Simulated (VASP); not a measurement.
SrTiO3 (cubic perovskite) relaxed at rising pressure, in one space group throughout; other phases were not tried. The pressures are those reached. Level of theory: PBEsol GGA, VASP's PBE PAW potentials (set 64) (plane waves; VASP).

```json
[
 {"P (GPa)": "-0.05", "V (Å³/atom)": "11.813", "k-mesh": "6×6×6"},
 {"P (GPa)": "4.96", "V (Å³/atom)": "11.517", "k-mesh": "6×6×6"},
 {"P (GPa)": "9.95", "V (Å³/atom)": "11.255", "k-mesh": "6×6×6"},
 {"P (GPa)": "19.83", "V (Å³/atom)": "10.816", "k-mesh": "6×6×6"},
 {"P (GPa)": "29.77", "V (Å³/atom)": "10.448", "k-mesh": "6×6×6"}
]
```

Task: Fit an equation of state and predict the volume at 44.95 GPa.

Result: Least squares on the third-order Birch-Murnaghan form, P = (3B0/2)(y⁷ − y⁵)[1 + (3/4)(B′ − 4)(y² − 1)] with y = (V0/V)^(1/3), gives V0 = 11.810 Å³/atom, B0 = 187 GPa and B′ = 4.3, and so 9.986 Å³/atom. The run gave 9.987 Å³/atom, +0.0 % from the fit.

Pressures at which the relaxation failed are left out.

The compound is SrTiO3 in the cubic perovskite structure, the ideal cubic form; the compound distorts at low or room temperature.
